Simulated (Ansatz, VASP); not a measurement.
# SiC (Moissanite) in two plane-wave programs, part 2 of 2

Aim: how closely do two programs agree when they are given the same cell, functional and k mesh? Of the first pair: The structure shown is the end of the Ansatz relaxation below.

VASP 6.6.1 and Ansatz 0.2.0.

So far. Step 3 (VASP: single point, PBE): The run ends at a pressure of -11.22 GPa, with forces up to 1.2e-4 eV/Å.

**5. VASP: zone-centre phonons, PBE, pair 2**

Level of this step: PBE; plane waves and PAW (C, Si) (VASP).

Second derivatives magnify differences that forces hide, and they need a tight electronic threshold. The cell compared in this pair holds 37.81 Å³, against 44.53 Å³ for the pair before.

The input, INCAR:

```
SYSTEM = SiC
PREC = Accurate
ENCUT = 600
EDIFF = 1E-08
NELM = 120
ISMEAR = 0
SIGMA = 0.01
LREAL = .FALSE.
ALGO = Normal
GGA = PE
NBANDS = 14
LORBIT = 11
LWAVE = .FALSE.
LCHARG = .FALSE.
ISIF = 2
IBRION = 8
LEPSILON = .TRUE.
LASPH = .TRUE.
GGA_COMPAT = .FALSE.
EFERMI = MIDGAP
KPAR = 2
```

The input, POSCAR:

```
SiC
1.0
    2.9861851255      0.0000000000      0.0000000000
   -1.4930925628      2.5861121791      0.0000000000
    0.0000000000      0.0000000000      4.8958860208
C Si
2 2
Direct
    0.3333333334      0.6666666668      0.3804014379
    0.6666666668      0.3333333334      0.8804014379
    0.3333333334      0.6666666668      0.0045985621
    0.6666666668      0.3333333334      0.5045985621
```

The input, KPOINTS:

```
Automatic mesh
0
Gamma
12 12 6
0 0 0
```

Potentials, in the order of the species: C and Si (PBE family, release 64).

Run with:

```bash
> mpirun -np 2 vasp_std
```

Numbers of over 12 decimals in the logs are rounded to 6 here.

Output:

```text
[... set-up lines as in an earlier step ...]
 entering main loop
       N       E                     dE             d eps       ncg     rms          rms(c)
DAV:   1     0.338547967762E+02    0.33855E+02   -0.81159E+03  2128   0.116E+03
DAV:   2    -0.311019811148E+02   -0.64957E+02   -0.58947E+02  2926   0.184E+02
DAV:   3    -0.340216805839E+02   -0.29197E+01   -0.29031E+01  2932   0.371E+01
DAV:   4    -0.340458553337E+02   -0.24175E-01   -0.24171E-01  2416   0.408E+00
[...]
DAV:  14    -0.297820434176E+02   -0.11216E-07   -0.11173E-08  2192   0.805E-04    0.849E-04
DAV:  15    -0.297820434042E+02    0.13415E-07   -0.18792E-08  1868   0.908E-04    0.177E-04
DAV:  16    -0.297820434107E+02   -0.65070E-08   -0.12119E-09  1280   0.278E-04
   1 F= -.29782043E+02 E0= -.29782043E+02  d E =0.000000E+00
 Linear response reoptimize wavefunctions to high precision
DAV:   1    -0.297820434095E+02    0.11942E-08   -0.77470E-11  1466   0.755E-05
DAV:   2    -0.297820434095E+02   -0.33879E-10   -0.87018E-12  1226   0.245E-05
 Linear response G [H, r] |phi>, progress :
  Direction:   1
[...]
RMM:  11    -0.150280588289E-01    0.50579E-08    0.40770E-10 21607   0.146E-05    0.547E-07
 first order change of Fermi-energy  -0.86249E+00
 force on displaced ion       3 direction 1 : -24.492  -0.001   0.000
 Born effective charge ion    3 direction 1 :   2.722  -0.000  -0.000
 Linear response progress:
  Degree of freedom:   4/  4
       N       E                     dE             d eps       ncg     rms          rms(c)
RMM:   1    -0.354606297507E-01   -0.35461E-01    0.74270E-02  7319   0.155E+00
RMM:   2    -0.290502764125E-01    0.64104E-02   -0.19663E-03  4602   0.410E-01    0.168E-01
RMM:   3    -0.286159264242E-01    0.43435E-03   -0.38312E-04  4755   0.137E-01    0.894E-02
RMM:   4    -0.284899458180E-01    0.12598E-03   -0.25577E-04  4892   0.782E-02    0.338E-02
[...]
RMM:  11    -0.284677639370E-01   -0.16217E-07    0.46488E-07  5073   0.500E-05    0.513E-06
RMM:  12    -0.284677590834E-01    0.48536E-08    0.24692E-07  5250   0.201E-05    0.168E-06
RMM:  13    -0.284677670672E-01   -0.79838E-08    0.56645E-08  4729   0.152E-05    0.612E-07
 first order change of Fermi-energy  -0.39455E+00
 force on displaced ion       3 direction 3 :   0.000  -0.000 -32.347
 Born effective charge ion    3 direction 3 :   0.000  -0.000   2.936
 Born effective charges drift removed
 Linear response finished
```

From OUTCAR (step 5):

```text
 POSITION                                       TOTAL-FORCE (eV/Angst)
 -----------------------------------------------------------------------------------
     -0.00000      1.72407      1.86240        -0.000000     -0.000000      0.000379
      1.49309      0.86204      4.31035         0.000000      0.000000      0.000379
     -0.00000      1.72407      0.02251        -0.000000     -0.000000     -0.000379
      1.49309      0.86204      2.47046        -0.000000      0.000000     -0.000379
 -----------------------------------------------------------------------------------
    total drift:                                0.000000     -0.000000      0.000363

 MACROSCOPIC STATIC DIELECTRIC TENSOR (including local field effects in DFT)
 ------------------------------------------------------
           6.714075    -0.000000    -0.000000
          -0.000000     6.714075     0.000000
           0.000000     0.000000     7.085506
 ------------------------------------------------------

 MACROSCOPIC STATIC DIELECTRIC TENSOR IONIC CONTRIBUTION
 ------------------------------------------------------
           2.988147    -0.000000     0.000000
          -0.000000     2.988147    -0.000000
           0.000000    -0.000000     3.744676
 ------------------------------------------------------

[... 1 part as in an earlier step ...]
```

**6. Ansatz: zone-centre phonons, PBE, pair 2**

The same cell, functional and mesh now go to Ansatz, which takes its cutoff from its data sets.

The cell is taken from a series of runs on this material, whose earlier steps may have relaxed, scaled, displaced or heated it; both programs get it as it stands.

The input, input.yaml:

```yaml
crystal:
  lattice:
    - [2.9861851255, 0.0, 0.0]
    - [-1.4930925628, 2.5861121791, 0.0]
    - [0.0, 0.0, 4.8958860208]
  atoms:
    - { symbol: C, position: [0.3333333333, 0.6666666667, 0.3804014379] }
    - { symbol: C, position: [0.6666666667, 0.3333333333, 0.8804014379] }
    - { symbol: Si, position: [0.3333333333, 0.6666666667, 0.0045985621] }
    - { symbol: Si, position: [0.6666666667, 0.3333333333, 0.5045985621] }
kpoints:
  mp_grid: { grid: [12, 12, 6] }
hamiltonian:
  xc: pbe
  pseudopotentials: { kind: paw, azcp: { folder: soft_1 } }
scf:
  occupations: { method: fixed }
output:
  eigenvalues: true
phonons:
  method: dfpt
  dielectric: true
  rigid_motions: translations
```

Run with:

```bash
> ansatz run input.yaml --threads 4 --pin off --max-ram 16384MiB --backend cpu --events-out ev --progress --plain --runs-dir out
```

Output:

```text
[...]
Crystal: 4 atoms, lattice volume = 37.809 Å³
Basis set: ecut = 420 eV, 713 PW (Γ), exchange–correlation on 40×40×72 points (8 copies of the dense FFT grid, shifted against one another)
Bands: 12, of which v1, the nominal top of the filled ones, is band 8 counted from 1 (7 counted from 0)
Symmetry: 12 space group operations
k-points: 242 of 864 (irreducible under 2 space group operations, time reversal used)
[...]
optical modes at Γ + LO–TO along q̂ = [1.0000, 0.0000, 0.0000]:
      ω (cm⁻¹)  modes    IR ((D/Å)²/amu)
[...]
optical modes at Γ + LO–TO along q̂ = [0.0000, 1.0000, 0.0000]:
      ω (cm⁻¹)  modes    IR ((D/Å)²/amu)
[...]
optical modes at Γ + LO–TO along q̂ = [0.0000, 0.0000, 1.0000]:
      ω (cm⁻¹)  modes    IR ((D/Å)²/amu)
[...]
853.15      2             0.0000
        876.58      2            82.5516
        922.35      1             0.0000
       1046.65      1            47.9332
[key lines of the parts left out:]
SCF converged after 8 iterations
Free energy (F): -1773.981863 eV
Fermi energy:    10.815639 eV
```

**7. Differences**

What differs besides the data sets and the points named for the pairs above, as far as they apply: VASP's response is taken on the typed mesh, Ansatz refines its own for the field response alone. Total energies have different zeros and are not compared.

Compared:

```tsv
quantity	Ansatz	VASP	difference
ε∞ xx	6.71	6.71	-0.12 %
ε∞ yy	6.71	6.71	-0.12 %
ε∞ zz	7.08	7.09	-0.06 %
Born charge of C1 (mean of the diagonal) (e)	-2.81	-2.79	-0.02
Born charge of Si3 (mean of the diagonal) (e)	2.81	2.79	+0.02
optical mode 1 to 2 (cm⁻¹)	251.0	251.5	-0.20 %
optical mode 3 (cm⁻¹)	639.9	639.0	+0.13 %
optical mode 4 (cm⁻¹)	844.8	844.0	+0.09 %
optical mode 5 to 6 (cm⁻¹)	853.1	852.4	+0.09 %
optical mode 7 to 8 (cm⁻¹)	876.6	876.1	+0.06 %
optical mode 9 (cm⁻¹)	922.4	922.1	+0.03 %
```

Modes are paired by rising frequency, not by their patterns, so a pair may set unlike modes beside each other; they are those without the splitting of longitudinal modes.

**8. VASP: zone-centre phonons, PBE, pair 3**

Second derivatives magnify differences that forces hide, and they need a tight electronic threshold. The cell compared in this pair holds 38.65 Å³, against 37.81 Å³ for the pair before.

INCAR is that of step 5.

The input, POSCAR:

```
SiC
1.0
    3.0079089583      0.0000000000      0.0000000000
   -1.5039544792      2.6049255702      0.0000000000
    0.0000000000      0.0000000000      4.9326545107
C Si
2 2
Direct
    0.3333333334      0.6666666668      0.3803965535
    0.6666666668      0.3333333334      0.8803965535
    0.3333333334      0.6666666668      0.0046034465
    0.6666666668      0.3333333334      0.5046034465
```

KPOINTS is that of step 5.

Run with:

```bash
> mpirun -np 2 vasp_std
```

Output:

```text
[... set-up lines as in an earlier step ...]
 entering main loop
       N       E                     dE             d eps       ncg     rms          rms(c)
DAV:   1     0.341826749282E+02    0.34183E+02   -0.81300E+03  2128   0.116E+03
DAV:   2    -0.311245402902E+02   -0.65307E+02   -0.59823E+02  3000   0.183E+02
DAV:   3    -0.340095091075E+02   -0.28850E+01   -0.28717E+01  2944   0.363E+01
DAV:   4    -0.340341771265E+02   -0.24668E-01   -0.24662E-01  2434   0.405E+00
[...]
DAV:  14    -0.299086588858E+02   -0.12085E-07   -0.91088E-09  2186   0.746E-04    0.905E-04
DAV:  15    -0.299086588694E+02    0.16335E-07   -0.19827E-08  1910   0.911E-04    0.167E-04
DAV:  16    -0.299086588758E+02   -0.63646E-08   -0.13294E-09  1340   0.285E-04
   1 F= -.29908659E+02 E0= -.29908659E+02  d E =0.000000E+00
 Linear response reoptimize wavefunctions to high precision
DAV:   1    -0.299086588744E+02    0.14047E-08   -0.80070E-11  1562   0.781E-05
DAV:   2    -0.299086588744E+02    0.68212E-11   -0.92487E-12  1292   0.253E-05
 Linear response G [H, r] |phi>, progress :
  Direction:   1
[...]
RMM:  11    -0.149305752319E-01    0.53327E-08   -0.18066E-08 21805   0.526E-05    0.507E-07
 first order change of Fermi-energy  -0.85955E+00
 force on displaced ion       3 direction 1 : -23.326  -0.001   0.000
 Born effective charge ion    3 direction 1 :   2.707  -0.000  -0.000
 Linear response progress:
  Degree of freedom:   4/  4
       N       E                     dE             d eps       ncg     rms          rms(c)
RMM:   1    -0.348366107965E-01   -0.34837E-01    0.70990E-02  7339   0.153E+00
RMM:   2    -0.286899954659E-01    0.61466E-02   -0.21036E-03  4602   0.405E-01    0.163E-01
RMM:   3    -0.282459468807E-01    0.44405E-03   -0.38718E-04  4774   0.132E-01    0.872E-02
RMM:   4    -0.281026437029E-01    0.14330E-03   -0.25123E-04  4892   0.778E-02    0.326E-02
[...]
RMM:   9    -0.280770160639E-01    0.26905E-06   -0.18125E-06  5151   0.345E-04    0.434E-05
RMM:  10    -0.280769523911E-01    0.63673E-07   -0.67086E-07  5209   0.129E-04    0.244E-05
RMM:  11    -0.280769478386E-01    0.45525E-08   -0.61964E-08  5073   0.895E-05    0.519E-06
 first order change of Fermi-energy  -0.40100E+00
 force on displaced ion       3 direction 3 :  -0.000   0.000 -31.000
 Born effective charge ion    3 direction 3 :   0.000   0.000   2.917
 Born effective charges drift removed
 Linear response finished
```

From OUTCAR (step 8):

```text
 POSITION                                       TOTAL-FORCE (eV/Angst)
 -----------------------------------------------------------------------------------
     -0.00000      1.73662      1.87636        -0.000000     -0.000000      0.000409
      1.50395      0.86831      4.34269        -0.000000      0.000000      0.000409
     -0.00000      1.73662      0.02271        -0.000000      0.000000     -0.000409
      1.50395      0.86831      2.48903         0.000000      0.000000     -0.000409
 -----------------------------------------------------------------------------------
    total drift:                                0.000000     -0.000000     -0.000219

 MACROSCOPIC STATIC DIELECTRIC TENSOR (including local field effects in DFT)
 ------------------------------------------------------
           6.758429    -0.000000     0.000000
          -0.000000     6.758429     0.000000
           0.000000     0.000000     7.126646
 ------------------------------------------------------

 MACROSCOPIC STATIC DIELECTRIC TENSOR IONIC CONTRIBUTION
 ------------------------------------------------------
           3.036023    -0.000000    -0.000000
          -0.000000     3.036023    -0.000000
          -0.000000    -0.000000     3.798648
 ------------------------------------------------------

[... 1 part as in an earlier step ...]
```

**9. Ansatz: zone-centre phonons, PBE, pair 3**

The same cell, functional and mesh now go to Ansatz, which takes its cutoff from its data sets.

The cell is taken from a series of runs on this material, whose earlier steps may have relaxed, scaled, displaced or heated it; both programs get it as it stands.

input.yaml, the sections that differ from step 6:

```yaml
crystal:
  lattice:
    - [3.0079089583, 0.0, 0.0]
    - [-1.5039544792, 2.6049255702, 0.0]
    - [0.0, 0.0, 4.9326545107]
  atoms:
    - { symbol: C, position: [0.3333333333, 0.6666666667, 0.3803965535] }
    - { symbol: C, position: [0.6666666667, 0.3333333333, 0.8803965535] }
    - { symbol: Si, position: [0.3333333333, 0.6666666667, 0.0046034465] }
    - { symbol: Si, position: [0.6666666667, 0.3333333333, 0.5046034465] }
# kpoints, hamiltonian, scf, output, phonons: as in step 6
```

Run with:

```bash
> ansatz run input.yaml --threads 4 --pin off --max-ram 16384MiB --backend cpu --events-out ev --progress --plain --runs-dir out
```

Output:

```text
[...]
Crystal: 4 atoms, lattice volume = 38.649 Å³
Basis set: ecut = 420 eV, 725 PW (Γ), exchange–correlation on 48×48×72 points (8 copies of the dense FFT grid, shifted against one another)
Bands: 12, of which v1, the nominal top of the filled ones, is band 8 counted from 1 (7 counted from 0)
Symmetry: 12 space group operations
k-points: 242 of 864 (irreducible under 2 space group operations, time reversal used)
[...]
optical modes at Γ + LO–TO along q̂ = [1.0000, 0.0000, 0.0000]:
      ω (cm⁻¹)  modes    IR ((D/Å)²/amu)
[...]
optical modes at Γ + LO–TO along q̂ = [0.0000, 1.0000, 0.0000]:
      ω (cm⁻¹)  modes    IR ((D/Å)²/amu)
[...]
optical modes at Γ + LO–TO along q̂ = [0.0000, 0.0000, 1.0000]:
      ω (cm⁻¹)  modes    IR ((D/Å)²/amu)
[...]
829.22      2             0.0000
        855.18      2            81.6010
        898.79      1             0.0000
       1022.59      1            47.3024
[key lines of the parts left out:]
SCF converged after 9 iterations
Free energy (F): -1774.109064 eV
Fermi energy:    10.519923 eV
```

**10. Side by side**

Compared:

```tsv
quantity	Ansatz	VASP	difference
ε∞ xx	6.75	6.76	-0.12 %
ε∞ yy	6.75	6.76	-0.12 %
ε∞ zz	7.12	7.13	-0.05 %
Born charge of C1 (mean of the diagonal) (e)	-2.80	-2.78	-0.02
Born charge of Si3 (mean of the diagonal) (e)	2.80	2.78	+0.02
optical mode 1 to 2 (cm⁻¹)	252.7	253.2	-0.18 %
optical mode 3 (cm⁻¹)	629.0	628.2	+0.13 %
optical mode 4 (cm⁻¹)	824.1	823.5	+0.08 %
optical mode 5 to 6 (cm⁻¹)	829.2	828.6	+0.08 %
optical mode 7 to 8 (cm⁻¹)	855.2	854.8	+0.05 %
optical mode 9 (cm⁻¹)	898.8	898.7	+0.02 %
```

Modes are paired by rising frequency, not by their patterns, so a pair may set unlike modes beside each other; they are those without the splitting of longitudinal modes.

**11. Results**

| Item | Value |
| --- | --- |
| difference in gap on the k mesh (single point, PBE) | 0.0034 eV |
| r.m.s. difference of the optical zone-centre modes, each program's sorted by frequency (zone-centre phonons, PBE, pair 2) | 0.63 cm⁻¹ |
| r.m.s. difference of the optical zone-centre modes, each program's sorted by frequency (zone-centre phonons, PBE, pair 3) | 0.55 cm⁻¹ |

The difference in gap on the k mesh is 0.0034 eV (single point, PBE), within the 0.08 eV picked in this series as the mark of a large difference. 2 further runs of this series are not shown here. Such differences can come from data sets, numerical settings and the points named under the comparisons, not from the functional's error against experiment.

[Lines on the potential files, build, host, timing and source positions are cut from VASP's logs without a mark.]

[Logs are printed without paths, hosts, clocks, repeated set-up lines and the standing remarks that a program may print on its own settings, such as how far it seeks lower states.]

[Hosts, paths, dates, database ids (printed as entryN), source tags and the programs' standing remarks are cut or masked in the printed files.]
